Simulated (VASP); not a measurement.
Calculation: LDA (Ceperley-Alder, Perdew-Zunger), VASP's LDA PAW potentials (set 64) (plane waves; VASP).

A VASP calculation is set up with these files.

File KPOINTS:
```
Automatic mesh
0
Gamma
6 4 1
0 0 0
```

### POSCAR
```
NiSi2
1
    3.8086960000     0.0000000000     0.0000000000
   -3.8086960000     3.8086960000     0.0000000000
    0.0000000000     0.0000000000    19.4260000000
Ni Si
4 8
Direct
  0.0117700000   0.0058570000   0.4665720000
  1.0139890000   0.5131250000   0.3260400000
 -0.0029900000  -0.0015180000   0.7369380000
  1.0239190000   0.5057060000   0.6043630000
  0.4854920000  -0.0037890000   0.3964260000
  0.5021570000   0.5035780000   0.3959550000
  0.4761920000   0.4916860000   0.2570940000
  0.5188410000   0.0081860000   0.2596630000
  0.4819730000  -0.0152030000   0.6724030000
  0.4925030000   0.4901810000   0.6742750000
  0.5096810000   0.5106700000   0.5355380000
  0.4864740000  -0.0084800000   0.5360890000
```

File KPOINTS_OPT:
```
k-points along high-symmetry lines
20
Line-mode
Reciprocal
  0.000000   0.000000   0.000000 ! GAMMA
  0.000000   0.500000   0.000000 ! X

  0.000000   0.000000   0.000000 ! GAMMA
  0.500000  -0.500000   0.000000 ! Z

  0.500000   0.000000   0.000000 ! U
  0.000000   0.000000   0.000000 ! GAMMA
```

### INCAR
```
SYSTEM = NiSi2
PREC = Accurate
ENCUT = 300
EDIFF = 1E-6
NELM = 100
ALGO = Normal
LREAL = .FALSE.
LASPH = .TRUE.
ISMEAR = -1
SIGMA = 0.1
LMAXMIX = 4
LWAVE = .FALSE.
LCHARG = .FALSE.
ISIF = 2
```

POTCAR, in this order: Ni Si (LDA.64 set). Program: vasp_std.

What VASP printed:

OUTCAR:
```
 ion  position               nearest neighbor table
   1  0.012  0.006  0.467-   5 2.29  12 2.30  11 2.31   6 2.34  11 2.34   6 2.35  12 2.37   5 2.39
  LATTYP: Found a simple tetragonal cell.
 ALAT       =     3.8086960000
 C/A-ratio  =     5.1004333242
 Subroutine PRICEL returns:
 Original cell was already a primitive cell.
 Subroutine GETGRP returns: Found  1 space group operations
The static configuration has the point symmetry C_1 .
The dynamic configuration has the point symmetry C_1 .
 Subroutine INISYM returns: Found  1 space group operations
 Subroutine IBZKPT returns following result:
 Found     14 irreducible k-points:

 Following reciprocal coordinates:
            Coordinates               Weight
  0.000000  0.000000  0.000000      1.000000
  0.166667  0.000000  0.000000      2.000000
  0.333333  0.000000  0.000000      2.000000
  0.500000  0.000000  0.000000      1.000000
  0.000000  0.250000  0.000000      2.000000
  0.166667  0.250000  0.000000      2.000000
  0.333333  0.250000  0.000000      2.000000
  0.500000  0.250000  0.000000      2.000000
 -0.333333  0.250000  0.000000      2.000000
 -0.166667  0.250000  0.000000      2.000000
  0.000000  0.500000  0.000000      1.000000
  0.166667  0.500000  0.000000      2.000000
  0.333333  0.500000  0.000000      2.000000
  0.500000  0.500000  0.000000      1.000000
   k-points           NKPTS =     14   k-points in BZ     NKDIM =     14   number of bands    NBANDS=     43
   number of dos      NEDOS =    301   number of ions     NIONS =     12
   total plane-waves  NPLWV =  80640
   dimension x,y,z NGX =    24 NGY =   30 NGZ =  112
   dimension x,y,z NGXF=    48 NGYF=   60 NGZF=  224
   ions per type =               4   8
   PREC   = accura    normal or accurate (medium, high low for compatibility)
   ISTART =      0    job   : 0-new  1-cont  2-samecut
   ICHARG =      2    charge: 1-file 2-atom 10-const
   ISPIN  =      1    spin polarized calculation?
   LNONCOLLINEAR =      F non collinear calculations
   LSORBIT =      F    spin-orbit coupling
   INIWAV =      1    electr: 0-lowe 1-rand  2-diag
   ENCUT  =  300.0 eV  22.05 Ry    4.70 a.u.   5.38  7.61 27.43*2*pi/ulx,y,z
   NELM   =    100;   NELMIN=  2; NELMDL= -5     # of ELM steps
   EDIFF  = 0.1E-05   stopping-criterion for ELM
   LREAL  =      F    real-space projection
   NLSPLINE    = F    spline interpolate recip. space projectors
   LMAXMIX     =    4 max onsite mixed and CHGCAR
   VOSKOWN=      0    Vosko Wilk Nusair interpolation
   EDIFFG = 0.1E-04   stopping-criterion for IOM
   NSW    =      0    number of steps for IOM
   NBLOCK =      1;   KBLOCK =      1    inner block; outer block
   IBRION =     -1    ionic relax: 0-MD 1-quasi-New 2-CG
   NFREE  =      0    steps in history (QN), initial steepest desc. (CG)
   ISIF   =      2    stress and relaxation
   ISYM   =      2    0-nonsym 1-usesym 2-fastsym
   TEIN   =    0.0    initial temperature
   TEBEG  =    0.0;   TEEND  =   0.0 temperature during run
   SMASS  =  -3.00    Nose mass-parameter (am)
   PSTRESS=    0.0 pullay stress
   NELECT =      72.0000    total number of electrons
   EFERMI =   0.00;   METHOD = LEGACY
   ISMEAR =    -1;   SIGMA  =   0.10  broadening in eV -4-tet -1-fermi 0-gaus
   IALGO  =     38    algorithm
   LDIAG  =      T    sub-space diagonalisation (order eigenvalues)
   IMIX   =      4    mixing-type and parameters
     AMIX     =   0.40;   BMIX     =  1.00
     AMIX_MAG =   1.60;   BMIX_MAG =  1.00
     AMIN     =   0.10
   GGA     = CA    functional components
   VOSKOWN =     0    Vosko Wilk Nusair interpolation
   LHFCALC =     F    Hartree Fock is set to
   LHFONE  =     F    Hartree Fock one center treatment
   AEXX    =    0.0000 exact exchange contribution
...
```

### OSZICAR
```
       N       E                     dE             d eps       ncg     rms          rms(c)
DAV:   1     0.365408192953E+03    0.36541E+03   -0.22061E+04  1228   0.102E+03
DAV:   2    -0.467816651603E+02   -0.41219E+03   -0.40206E+03  1289   0.291E+02
DAV:   3    -0.820025795012E+02   -0.35221E+02   -0.34479E+02  1430   0.105E+02
DAV:   4    -0.835418555631E+02   -0.15393E+01   -0.15262E+01  1656   0.206E+01
DAV:   5    -0.835970156977E+02   -0.55160E-01   -0.55097E-01  1701   0.350E+00    0.305E+01
DAV:   6    -0.100325199989E+03   -0.16728E+02   -0.33926E+02  1629   0.209E+02    0.466E+01
DAV:   7    -0.781820091283E+02    0.22143E+02   -0.87775E+01  1608   0.121E+02    0.158E+01
DAV:   8    -0.771507726611E+02    0.10312E+01   -0.50397E+01  1928   0.943E+01    0.128E+01
DAV:   9    -0.776716478122E+02   -0.52088E+00   -0.42584E+01  1792   0.826E+01    0.164E+01
DAV:  10    -0.775041862447E+02    0.16746E+00   -0.32288E+01  1808   0.528E+01    0.125E+01
DAV:  11    -0.758805330233E+02    0.16237E+01   -0.71874E+00  1847   0.478E+01    0.405E+00
DAV:  12    -0.758689176238E+02    0.11615E-01   -0.12005E+00  1640   0.106E+01    0.267E+00
DAV:  13    -0.758699026276E+02   -0.98500E-03   -0.92159E-02  1397   0.242E+00    0.243E+00
DAV:  14    -0.758775648232E+02   -0.76622E-02   -0.73571E-03  2064   0.117E+00    0.259E+00
DAV:  15    -0.758741218371E+02    0.34430E-02   -0.11755E-02  1864   0.231E+00    0.246E+00
DAV:  16    -0.758321698316E+02    0.41952E-01   -0.11522E-01  1861   0.570E+00    0.947E-01
DAV:  17    -0.758322876802E+02   -0.11785E-03   -0.19799E-02  1346   0.777E-01    0.864E-01
DAV:  18    -0.758316771270E+02    0.61055E-03   -0.12154E-03  1466   0.343E-01    0.772E-01
DAV:  19    -0.758299949472E+02    0.16822E-02   -0.23611E-03  1747   0.464E-01    0.456E-01
DAV:  20    -0.758296902657E+02    0.30468E-03   -0.18027E-03  1797   0.392E-01    0.252E-01
DAV:  21    -0.758296614171E+02    0.28849E-04   -0.28704E-04  1578   0.150E-01    0.189E-01
DAV:  22    -0.758298659046E+02   -0.20449E-03   -0.49356E-04  1789   0.258E-01    0.988E-02
DAV:  23    -0.758302965054E+02   -0.43060E-03   -0.10379E-03  1766   0.358E-01    0.137E-01
DAV:  24    -0.758304730510E+02   -0.17655E-03   -0.20555E-04  1548   0.114E-01    0.109E-01
DAV:  25    -0.758305431145E+02   -0.70064E-04   -0.56107E-05  1636   0.688E-02    0.669E-02
DAV:  26    -0.758305577697E+02   -0.14655E-04   -0.35009E-05  1790   0.680E-02    0.403E-02
DAV:  27    -0.758305888758E+02   -0.31106E-04   -0.40433E-05  1706   0.626E-02    0.203E-02
DAV:  28    -0.758306030509E+02   -0.14175E-04   -0.96920E-06  1240   0.266E-02    0.910E-03
DAV:  29    -0.758306071444E+02   -0.40935E-05   -0.26620E-06   956   0.130E-02    0.377E-03
DAV:  30    -0.758306076041E+02   -0.45969E-06   -0.48312E-07   743   0.581E-03
   1 F= -.75830608E+02 E0= -.75772496E+02  d E =-.116224E+00
       N       E                     dE             ncg
       N       E                     dE             ncg
       N       E                     dE             ncg
       N       E                     dE             ncg
       N       E                     dE             ncg
```

**OUTCAR**
```
------------------------ aborting loop because EDIFF is reached ----------------------------------------
  FORCE on cell =-STRESS in cart. coord.  units (eV):
  Direction    XX          YY          ZZ          XY          YZ          ZX
  --------------------------------------------------------------------------------------
  Total       -6.4255401     -6.1927266     -2.9093350      0.3115011      0.2423260     -0.8517044
  in kB      -36.5329057    -35.2092263    -16.5412497      1.7710635      1.3777635     -4.8424314
  external PRESSURE =     -29.4277939 kB  Pullay stress =       0.0000000 kB
  volume of cell :      281.80
      direct lattice vectors                 reciprocal lattice vectors
     3.808696000  0.000000000  0.000000000     0.262557054  0.262557054  0.000000000
    -3.808696000  3.808696000  0.000000000     0.000000000  0.262557054  0.000000000
     0.000000000  0.000000000 19.426000000     0.000000000  0.000000000  0.051477401
 POSITION                                       TOTAL-FORCE (eV/Angst)
 -----------------------------------------------------------------------------------
      0.02252      0.02231      9.06363        -0.517139      0.077743     -0.214154
     -1.90106      1.95434      6.33365        -0.319229     -0.347198      1.321161
     -0.00561      3.80291     14.31576         0.006800     -0.201078     -1.258536
     -1.83498      1.92608     11.74036        -0.667171     -0.706309     -0.733540
     -1.94517      3.79426      7.70097         0.361333      0.361632      0.117981
     -0.00541      1.91798      7.69182        -0.047325     -0.047879      0.129809
     -0.05901      1.87268      4.99431         0.494965      0.058003     -0.332294
      1.94493      0.03118      5.04421        -0.141907     -0.005371     -0.467708
     -1.91510      3.75079     13.06210         0.100966      0.506944      1.027557
      0.00884      1.86695     13.09847         0.189297      0.164779      0.777978
     -0.00377      1.94499     10.40336         0.302522     -0.334320     -0.163865
     -1.92357      3.77640     10.41406         0.236888      0.473054     -0.204390
 -----------------------------------------------------------------------------------
    total drift:                               -0.001853      0.000900     -0.004039
  FREE ENERGIE OF THE ION-ELECTRON SYSTEM (eV)
  ---------------------------------------------------
  free  energy   TOTEN  =       -75.8306076041 eV

  energy  without entropy=      -75.7143839617  energy(sigma->0) =      -75.77249578
```
(Selected blocks of OUTCAR.)

At this cut-off the stress carries a Pulay error, which pulls relaxed volumes low. The cell holds a wide vacuum, so values per volume refer to the whole cell.

The cell is a sheet with vacuum, built from a database entry that may be metastable or hypothetical. The run is not spin-polarised, so no magnetic state was tried.
